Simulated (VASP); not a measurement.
OSZICAR of a VASP run on Pd (fcc):

**OSZICAR**
```
       N       E                     dE             d eps       ncg     rms          rms(c)
DAV:   1     0.385713719233E+02    0.38571E+02   -0.53023E+03  2618   0.102E+03
DAV:   2    -0.505337829241E+01   -0.43625E+02   -0.42312E+02  2775   0.196E+02
DAV:   3    -0.542426548051E+01   -0.37089E+00   -0.36905E+00  3070   0.208E+01
DAV:   4    -0.542604876325E+01   -0.17833E-02   -0.17831E-02  3064   0.132E+00
DAV:   5    -0.542606621667E+01   -0.17453E-04   -0.17452E-04  3040   0.110E-01    0.913E+00
DAV:   6    -0.516068769255E+01    0.26538E+00   -0.10965E+00  2688   0.101E+01    0.455E+00
DAV:   7    -0.514523547708E+01    0.15452E-01   -0.15255E-02  3019   0.110E+00    0.224E+00
DAV:   8    -0.514066485116E+01    0.45706E-02   -0.12401E-03  2899   0.293E-01    0.668E-02
DAV:   9    -0.514066826500E+01   -0.34138E-05   -0.11823E-05  3372   0.379E-02    0.118E-02
DAV:  10    -0.514067247735E+01   -0.42123E-05   -0.16701E-06  2961   0.127E-02    0.191E-03
DAV:  11    -0.514067239264E+01    0.84703E-07   -0.29083E-08  1401   0.171E-03
   1 F= -.33987186E+01 E0= -.33987480E+01  d E =-.339872E+01
```

Task: Which electronic solver shows in the log?

Result: It is blocked Davidson (ALGO = Normal, or the opening steps of other solvers). The INCAR had ALGO = Normal.

Task: Can the final energy be trusted as converged?

Result: Self-consistency was reached. It stopped with EDIFF = 1E-6, NELM = 100, NSW = 40 and EDIFFG = -0.02 after 1 ionic step (PBE GGA, plane waves, VASP's PBE PAW potentials (set 64)).

The compound is Pd in the fcc structure. It was relaxed first under an external pressure of 20 GPa.
